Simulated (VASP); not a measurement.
Here is the system:

```yaml
crystal:
  lattice:
    - [-1.88103, 1.88103, 2.62305]
    - [1.88103, -1.88103, 2.62305]
    - [1.88103, 1.88103, -2.62305]
  atoms:
    - { symbol: Na, position: [0.00000, 0.00000, 0.00000] }
```

These are r2SCAN meta-GGA, VASP's PBE PAW potentials (set 64) (plane waves; VASP) values and carry that method's errors. Settings: 400 eV cut-off, 15×15×15 Γ-centred mesh, tetrahedra with Blöchl corrections, potentials Na_pv.

Question: Give the energies of bands 4 to 6 at the high-symmetry points, in eV from the Fermi level.

Answer: 
```csv
band,Γ,X,P,N,M,S,R
4,-3.51,1.76,3.09,0.47,1.93,2.52,3.12
5,11.70,2.45,3.09,1.14,2.58,2.53,3.14
6,11.70,6.58,3.15,10.60,6.45,3.76,3.19
```

It has no gap at this level: it comes out as a metal or semimetal.

The structure comes from a computed database's Na entry (I4/mmm); how it stands against other phases isn't given here. It was relaxed first.
